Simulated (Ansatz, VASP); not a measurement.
# ZnSbO2 in VASP and in Ansatz

```
Zn Sb O
1.0
     3.21028    0.00000    0.00000
    -1.60514    2.78018    0.00000
     0.00000    0.00000   12.58136
Zn Sb O
2 2 4
Direct
  0.00000 0.00000 0.00000
  0.00000 0.00000 0.50000
  0.33333 0.66667 0.25000
  0.66667 0.33333 0.75000
  0.33333 0.66667 0.08535
  0.66667 0.33333 0.58535
  0.33333 0.66667 0.41465
  0.66667 0.33333 0.91465
```

Change from the starting cell: species swapped into the YAuO2 type (P6_3/mmc, No. 194).

Alike in both runs: functional PBE; k mesh 6 × 6 × 2; occupations gaussian, width 0.1 eV; no spin polarisation.

Ansatz relaxed the structure, and its values are those at the end. VASP's run is a single point on that final structure, the one shown.

|  | VASP | Ansatz |
| --- | --- | --- |
| version | VASP 6.6.1 | Ansatz 0.2.0 |
| potentials or method | VASP PAW PBE potentials, release 64 (Zn, Sb, O) | scalar-relativistic, plane waves, PAW |
| plane-wave cutoff (eV) | 520 | 420 |
| valence electrons in the cell | 58 | 78 |

Ansatz gave:

- gap on the k mesh at the Fermi level (eV): none
- pressure (GPa): -0.3
- rms of the force components (eV/Å): 0.002

Problem. Which values does VASP return?

Solution. gap on the k mesh at the Fermi level (eV): none; pressure (GPa): -0.2; rms of the force components (eV/Å): 0.016.

A gap of «none» marks a metal or a gap that the smearing closes. With one functional, cell and mesh, what is left measures potentials, basis and numerics. The two sets of potentials don't hold the same shells in valence.

Caveats: the k mesh is coarse (spacing up to 0.38 Å⁻¹), so the values aren't converged. The runs have no spin-orbit coupling, so splittings on Sb are missing.
